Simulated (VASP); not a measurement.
A convergence study with VASP on MgO (rock salt): one setting is varied, all else stays as given below, so the limit is that of these other settings. Each run relaxes cell and ions from the cell shown.

```xyz
2
Lattice="0.0000 2.1050 2.1050 2.1050 0.0000 2.1050 2.1050 2.1050 0.0000" Properties=species:S:1:pos:R:3 pbc="T T T"
Mg     0.0000     0.0000     0.0000
O      2.1050     2.1050     2.1050
```

Calculation: PBE GGA, VASP's PBE PAW potentials (set 64) (plane waves; VASP 6.6.1). The tightest run used: 700 eV cut-off, 15×15×15 Γ-centred mesh, Gaussian smearing of 0.050 eV, potentials Mg O.

Gaps are read on the run's mesh, which can miss a band edge.

```json
[
 {"setting": "2×2×2 mesh", "relaxed volume (Å³/atom)": "9.830", "E (eV/atom)": "-5.5317", "gap on the mesh (eV)": "3.989", "irreducible k-points": "3"},
 {"setting": "3×3×3 mesh", "relaxed volume (Å³/atom)": "9.582", "E (eV/atom)": "-5.9134", "gap on the mesh (eV)": "4.441", "irreducible k-points": "4"},
 {"setting": "4×4×4 mesh", "relaxed volume (Å³/atom)": "9.558", "E (eV/atom)": "-5.9524", "gap on the mesh (eV)": "4.501", "irreducible k-points": "8"}
]
```

### Question
These are the cheaper rows. Estimate the results at 15×15×15 mesh, and how far the last row shown lies from them.

### Answer

```json
[
 {"quantity": "relaxed volume (Å³/atom)", "tightest run": "9.557", "last row shown is off by": "0.001"},
 {"quantity": "E (eV/atom)", "tightest run": "-5.9587", "last row shown is off by": "0.0063"},
 {"quantity": "gap on the mesh (eV)", "tightest run": "4.510", "last row shown is off by": "-0.010"}
]
```

Left out are rungs that failed or repeat a setting and relaxations that didn't move; long series are thinned to 24 rows.

The compound is MgO in the rock salt structure.
